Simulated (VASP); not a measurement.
# BiB2N with PBEsol + D3: from relaxation to properties, part 6 of 7

Wanted: the relaxed cell of BiB2N and its properties. The cell is invented: it takes the structure of COD entry 9008835, BP (space group 216 there), with some of its atoms replaced by other elements, volume scaled by an estimate. It may not be a known or stable phase.

VASP 6.6.1, plane waves and PAW; the level of theory is named at each step.

Still holding for the runs below: The k-mesh is coarse for a metal.

So far. Step 8 (Bands along the symmetry lines (PBEsol + D3 + SOC)): At these settings, which differ from those of the relaxation, the cell is under a pressure of 1.0 GPa. Spin-orbit coupling and whatever else the input changes with it, such as the mesh, can each hold a part of this; the runs don't part them. Step 9 (Bands along the symmetry lines (TB-mBJ)): There is no gap at this level.

### Step 10. Vibrations at Γ (PBEsol + D3)

This step: PBEsol with D3; plane waves and PAW (Bi_d, N, B); invented cell (VASP 6.6.1).

Zone-centre modes test whether the atoms sit at a minimum within this cell. IBRION = 6 takes the force constants from differences of forces between displaced cells, so the forces must be tight.

INCAR

```
SYSTEM = BiB2N
PREC = Accurate
ENCUT = 520
EDIFF = 1E-08
NELM = 100
ISMEAR = -1
SIGMA = 0.05
LREAL = .FALSE.
ALGO = Normal
GGA = PS
IVDW = 11
NBANDS = 19
LORBIT = 11
LWAVE = .FALSE.
LCHARG = .FALSE.
KPAR = 2
IBRION = 6
NFREE = 2
POTIM = 0.015
ISIF = 2
NSW = 1
```

POSCAR

```
BiB2N
1.0
    2.8077243601      0.0000000000      0.0000000000
    0.0000000000      2.8077243601      0.0000000000
    0.0000000000      0.0000000000      6.4000326900
Bi N B
1 1 2
Direct
    0.5000000000      0.5000000000      0.0000000000
    0.0000000000      0.0000000000      0.5000000000
    0.0000000000      0.5000000000      0.3807727546
    0.5000000000      0.0000000000      0.6192272454
```

KPOINTS

```
Automatic mesh
0
Gamma
8 8 4
0 0 0
```

Potentials, in the order of the species: Bi_d, N and B (PBE family, release 64).

The run is started by

```bash
> mpirun -np 2 vasp_std
```

Log:

```text
[... set-up lines as in an earlier step ...]
 entering main loop
       N       E                     dE             d eps       ncg     rms          rms(c)
DAV:   1     0.216502821795E+03    0.21650E+03   -0.13666E+04  1710   0.157E+03
DAV:   2    -0.522561312126E+01   -0.22173E+03   -0.21385E+03  1773   0.394E+02
DAV:   3    -0.244887618749E+02   -0.19263E+02   -0.18920E+02  2187   0.118E+02
DAV:   4    -0.250917320651E+02   -0.60297E+00   -0.59993E+00  2169   0.211E+01
DAV:   5    -0.251078933909E+02   -0.16161E-01   -0.16155E-01  2339   0.334E+00    0.628E+00
DAV:   6    -0.241226109329E+02    0.98528E+00   -0.47147E+00  2069   0.123E+01    0.295E+00
DAV:   7    -0.241111260405E+02    0.11485E-01   -0.41549E-01  1855   0.359E+00    0.192E+00
DAV:   8    -0.240949050165E+02    0.16221E-01   -0.90305E-02  2026   0.167E+00    0.404E-01
DAV:   9    -0.240912903330E+02    0.36147E-02   -0.12308E-02  1965   0.719E-01    0.147E-01
DAV:  10    -0.240912620311E+02    0.28302E-04   -0.47028E-03  2020   0.368E-01    0.677E-02
DAV:  11    -0.240912062798E+02    0.55751E-04   -0.49807E-04  1931   0.140E-01    0.104E-02
DAV:  12    -0.240912089279E+02   -0.26480E-05   -0.32825E-05  1949   0.450E-02    0.530E-03
DAV:  13    -0.240912089888E+02   -0.60984E-07   -0.12052E-06  2299   0.861E-03    0.871E-04
DAV:  14    -0.240912089816E+02    0.72746E-08   -0.70443E-08  2272   0.210E-03
   1 F= -.24705620E+02 E0= -.24700238E+02  d E =-.107639E-01
 Found     7 degrees of freedom:
 Finite differences POTIM= 0.01500 DOF=   7
 bond charge predicted
       N       E                     dE             d eps       ncg     rms          rms(c)
DAV:   1    -0.240879344395E+02    0.32745E-02   -0.15367E+00  4286   0.622E+00    0.693E-02
DAV:   2    -0.240911290010E+02   -0.31946E-02   -0.32593E-02  4334   0.132E+00    0.269E-02
DAV:   3    -0.240911423309E+02   -0.13330E-04   -0.22544E-04  4583   0.113E-01    0.179E-02
DAV:   4    -0.240911417144E+02    0.61645E-06   -0.20232E-05  5114   0.451E-02    0.659E-03
DAV:   5    -0.240911419781E+02   -0.26365E-06   -0.73031E-07  5002   0.765E-03    0.179E-03
DAV:   6    -0.240911419922E+02   -0.14159E-07   -0.65088E-08  4052   0.276E-03    0.257E-04
DAV:   7    -0.240911419947E+02   -0.25093E-08   -0.39772E-09  2235   0.758E-04
   2 F= -.24705542E+02 E0= -.24700161E+02  d E =-.107626E-01
[... from here on, the cycles between the ionic steps are left out ...]
   3 F= -.24705542E+02 E0= -.24700161E+02  d E =-.107626E-01
   4 F= -.24705498E+02 E0= -.24700111E+02  d E =-.107742E-01
   5 F= -.24705498E+02 E0= -.24700111E+02  d E =-.107742E-01
   6 F= -.24703958E+02 E0= -.24698573E+02  d E =-.107709E-01
   7 F= -.24703958E+02 E0= -.24698572E+02  d E =-.107710E-01
   8 F= -.24703920E+02 E0= -.24698468E+02  d E =-.109049E-01
   9 F= -.24703920E+02 E0= -.24698468E+02  d E =-.109049E-01
  10 F= -.24705346E+02 E0= -.24699968E+02  d E =-.107548E-01
  11 F= -.24705346E+02 E0= -.24699968E+02  d E =-.107548E-01
  12 F= -.24704129E+02 E0= -.24698733E+02  d E =-.107903E-01
  13 F= -.24704129E+02 E0= -.24698733E+02  d E =-.107903E-01
  14 F= -.24704178E+02 E0= -.24699122E+02  d E =-.101127E-01
 Finite differences progress:
  Degree of freedom:   7/  7
  Displacement:        1/  2
  Total:              13/ 14
 bond charge predicted
       N       E                     dE             d eps       ncg     rms          rms(c)
DAV:   1    -0.240897630365E+02   -0.26226E-03   -0.51304E-01  2850   0.368E+00    0.138E-01
DAV:   2    -0.240899608147E+02   -0.19778E-03   -0.44398E-03  3688   0.432E-01    0.895E-02
DAV:   3    -0.240899107345E+02    0.50080E-04   -0.47353E-04  3291   0.129E-01    0.307E-02
DAV:   4    -0.240899007097E+02    0.10025E-04   -0.51507E-05  3412   0.491E-02    0.170E-02
DAV:   5    -0.240899002043E+02    0.50539E-06   -0.31575E-05  3232   0.291E-02    0.542E-03
DAV:   6    -0.240898998602E+02    0.34406E-06   -0.31399E-06  3156   0.118E-02    0.174E-03
DAV:   7    -0.240898998901E+02   -0.29854E-07   -0.45336E-07  3405   0.424E-03    0.636E-04
DAV:   8    -0.240898998892E+02    0.90495E-09   -0.21277E-08  2620   0.105E-03
  15 F= -.24704028E+02 E0= -.24698222E+02  d E =-.116106E-01
 Finite differences progress:
  Degree of freedom:   7/  7
  Displacement:        2/  2
  Total:              14/ 14
```

The job ended after 2 min (2 MPI ranks of Intel Xeon 6975P-C (Granite Rapids), shared host; peak memory 0.7 GiB).

Parts of OUTCAR (step 10):

```text
   NELECT =      26.0000    total number of electrons

 Edisp (eV)   -0.61468

 E-fermi :   8.3338

 k-point     1 :       0.0000    0.0000    0.0000
  band No.  band energies     occupation
    ...
      8      -1.5375      2.00000
      9       1.3916      2.00000
     10       1.4643      2.00000
     11       4.7713      2.00000
     12       6.1241      2.00000
     13      10.2792      0.00000
     14      12.2380      0.00000
     15      12.7348      0.00000
     16      12.7815      0.00000
     17      13.5325      0.00000
    ...

 Edisp (eV)   -0.61413

  Total      -0.07445    -0.11636    -0.04694     0.00000     0.00000     0.00000
  in kB      -2.36420    -3.69522    -1.49047     0.00000     0.00000     0.00000
  external pressure =       -2.52 kB  Pullay stress =        0.00 kB

 POSITION                                       TOTAL-FORCE (eV/Angst)
 -----------------------------------------------------------------------------------
      1.40386      1.40386      0.00000         0.000000      0.000000     -0.016522
      0.00000      0.00000      3.20002         0.000000      0.000000     -0.119056
      0.00000      1.40386      2.42196         0.000000      0.000000      0.206299
      1.40386      0.00000      3.96307         0.000000      0.000000     -0.070721
 -----------------------------------------------------------------------------------
    total drift:                                0.000000     -0.000000      0.000046

  FREE ENERGIE OF THE ION-ELECTRON SYSTEM (eV)
  ---------------------------------------------------
  free  energy   TOTEN  =       -24.7040275049 eV

  energy  without entropy=      -24.6924168658  energy(sigma->0) =      -24.69822219

 Eigenvectors and eigenvalues of the dynamical matrix
 ----------------------------------------------------

   1 f  =   22.753660 THz   142.965462 2PiTHz  758.980398 cm-1    94.101534 meV
             X         Y         Z           dx          dy          dz
      1.403862  1.403862  0.000000    -0.000135    0.000483   -0.000000
      0.000000  0.000000  3.200016     0.182093   -0.652045   -0.000000
      0.000000  1.403862  2.436958    -0.008854    0.708156    0.000000
      1.403862  0.000000  3.963075    -0.197763    0.031706   -0.000000

   2 f  =   22.753660 THz   142.965462 2PiTHz  758.980398 cm-1    94.101534 meV
             X         Y         Z           dx          dy          dz
      1.403862  1.403862  0.000000    -0.000483   -0.000135    0.000000
      0.000000  0.000000  3.200016     0.652045    0.182093   -0.000000
      0.000000  1.403862  2.436958    -0.031706   -0.197763    0.000000
      1.403862  0.000000  3.963075    -0.708156   -0.008854    0.000000

   3 f  =   21.540180 THz   135.340941 2PiTHz  718.503055 cm-1    89.082985 meV
             X         Y         Z           dx          dy          dz
      1.403862  1.403862  0.000000     0.000000   -0.000000   -0.018945
      0.000000  0.000000  3.200016    -0.000000   -0.000000   -0.749277
      0.000000  1.403862  2.436958     0.000000    0.000000    0.468094
      1.403862  0.000000  3.963075     0.000000    0.000000    0.468094

   4 f  =   20.064355 THz   126.068062 2PiTHz  669.274852 cm-1    82.979469 meV
             X         Y         Z           dx          dy          dz
      1.403862  1.403862  0.000000     0.000000    0.000000    0.000000
      0.000000  0.000000  3.200016    -0.000000   -0.000000    0.000000
      0.000000  1.403862  2.436958     0.000000    0.000000    0.707107
      1.403862  0.000000  3.963075     0.000000    0.000000   -0.707107

   5 f  =    9.581510 THz    60.202405 2PiTHz  319.604782 cm-1    39.625925 meV
             X         Y         Z           dx          dy          dz
      1.403862  1.403862  0.000000     0.005724    0.049247    0.000000
      0.000000  0.000000  3.200016    -0.052982   -0.455852    0.000000
      0.000000  1.403862  2.436958     0.087804   -0.453589    0.000000
      1.403862  0.000000  3.963075    -0.052719    0.755448    0.000000

   6 f  =    9.581510 THz    60.202405 2PiTHz  319.604782 cm-1    39.625925 meV
             X         Y         Z           dx          dy          dz
      1.403862  1.403862  0.000000     0.049247   -0.005724   -0.000000
      0.000000  0.000000  3.200016    -0.455852    0.052982   -0.000000
      0.000000  1.403862  2.436958     0.755448    0.052719   -0.000000
      1.403862  0.000000  3.963075    -0.453589   -0.087804   -0.000000

   7 f  =    2.728691 THz    17.144870 2PiTHz   91.019329 cm-1    11.284954 meV
             X         Y         Z           dx          dy          dz
      1.403862  1.403862  0.000000    -0.000000    0.000000    0.383696
      0.000000  0.000000  3.200016     0.000000   -0.000000   -0.616856
      0.000000  1.403862  2.436958     0.000000   -0.000000   -0.485935
      1.403862  0.000000  3.963075     0.000000   -0.000000   -0.485935

   8 f  =    2.053756 THz    12.904128 2PiTHz   68.505916 cm-1     8.493647 meV
             X         Y         Z           dx          dy          dz
      1.403862  1.403862  0.000000     0.378037   -0.009528   -0.000000
      0.000000  0.000000  3.200016    -0.523200    0.013186   -0.000000
      0.000000  1.403862  2.436958    -0.613273    0.011456   -0.000000
      1.403862  0.000000  3.963075    -0.454545    0.015457   -0.000000

   9 f  =    2.053756 THz    12.904128 2PiTHz   68.505916 cm-1     8.493647 meV
             X         Y         Z           dx          dy          dz
      1.403862  1.403862  0.000000    -0.009528   -0.378037    0.000000
      0.000000  0.000000  3.200016     0.013186    0.523200   -0.000000
      0.000000  1.403862  2.436958     0.015457    0.454545   -0.000000
      1.403862  0.000000  3.963075     0.011456    0.613273   -0.000000

  10 f/i=    0.000955 THz     0.005999 2PiTHz    0.031846 cm-1     0.003948 meV
             X         Y         Z           dx          dy          dz
      1.403862  1.403862  0.000000     0.355098    0.853489    0.000000
      0.000000  0.000000  3.200016     0.091838    0.220735    0.000000
      0.000000  1.403862  2.436958     0.080725    0.193977    0.000000
      1.403862  0.000000  3.963075     0.080705    0.194026    0.000000

  11 f/i=    0.000955 THz     0.005999 2PiTHz    0.031846 cm-1     0.003948 meV
             X         Y         Z           dx          dy          dz
      1.403862  1.403862  0.000000    -0.853489    0.355098   -0.000000
      0.000000  0.000000  3.200016    -0.220735    0.091838   -0.000000
      0.000000  1.403862  2.436958    -0.194026    0.080705   -0.000000
      1.403862  0.000000  3.963075    -0.193977    0.080725   -0.000000

  12 f/i=    0.007580 THz     0.047625 2PiTHz    0.252832 cm-1     0.031347 meV
             X         Y         Z           dx          dy          dz
      1.403862  1.403862  0.000000    -0.000000   -0.000000    0.923265
      0.000000  0.000000  3.200016    -0.000000   -0.000000    0.240982
      0.000000  1.403862  2.436958    -0.000000   -0.000000    0.211553
      1.403862  0.000000  3.963075    -0.000000   -0.000000    0.211553

 ELASTIC MODULI CONTR FROM IONIC RELAXATION (kBar)
 Direction    XX          YY          ZZ          XY          YZ          ZX
 --------------------------------------------------------------------------------
 XX        -511.2474    322.2659    -84.9979      0.0000      0.0000     -0.0000
 YY         322.2659   -511.2474    -84.9979      0.0000     -0.0000     -0.0000
 ZZ         -84.9979    -84.9979    -76.4587      0.0000     -0.0000     -0.0000
 XY           0.0000      0.0000      0.0000      0.0000      0.0000      0.0000
 YZ           0.0000     -0.0000     -0.0000      0.0000   -701.0986      0.0000
 ZX          -0.0000     -0.0000     -0.0000      0.0000      0.0000   -701.0985
 --------------------------------------------------------------------------------

[... 8 parts as in an earlier step ...]

[... 9 further parts left out ...]
```

The last energy, forces, stress and levels in OUTCAR belong to the last displaced cell, not to the cell of POSCAR.

This step gave:

| Quantity | Value |
| --- | --- |
| bands | 19 |
| pressure of the cell | -0.01833 GPa |
| largest force of the cell | 0.005600 eV/Å |

Modes at Γ, with each element's share of the kinetic energy:

```csv
mode,frequency (cm⁻¹),symmetry,Bi %,N %,B %
1,-0.3,acoustic,85,6,9
2,0.0,acoustic,85,6,9
3,0.0,acoustic,85,6,9
4,68.5,E,14,27,58
5,68.5,E,14,27,58
6,91.0,B,15,38,47
7,319.6,E,0,21,79
8,319.6,E,0,21,79
9,669.3,A1,0,0,100
10,718.5,B,0,56,44
11,759.0,E,0,46,54
12,759.0,E,0,46,54
```

Displacements in mode 4 (68.5 cm⁻¹), the largest set to 1:
```
Bi1  0.00 -0.14  0.00
N2   0.02  0.75  0.00
B3   0.03  0.74  0.00
B4   0.02  1.00  0.00
```

Displacements in mode 12 (759.0 cm⁻¹), the largest set to 1:
```
Bi1  0.00  0.00  0.00
N2   0.23 -0.81  0.00
B3  -0.01  1.00  0.00
B4  -0.28  0.04  0.00
```

The three acoustic modes lie within 0.3 cm⁻¹ of zero, and all others are real. By the characters of their eigenvectors the optical modes sort into (cm⁻¹) Raman active: E 69, B 91, E 320, A1 669, B 719, E 759; infrared active: E 69, B 91, E 320, B 719, E 759. In this point group the infrared-active B modes are B2 and the others B1.

[end of part 6 of 7]

[Lines on the potential files, build, host, timing and source positions are cut from VASP's logs without a mark.]

[Logs are printed without paths, hosts, clocks, repeated set-up lines and the standing remarks that a program may print on its own settings, such as how far it seeks lower states.]

[Hosts, paths, dates, database ids (printed as entryN), source tags and the programs' standing remarks are cut or masked in the printed files.]

[A measured line is paired with the nearest computed mode of its activity, which favours agreement.]

[In band tables of VASP the shares of atoms and orbitals are scaled to a sum of 1 inside the atoms' spheres.]
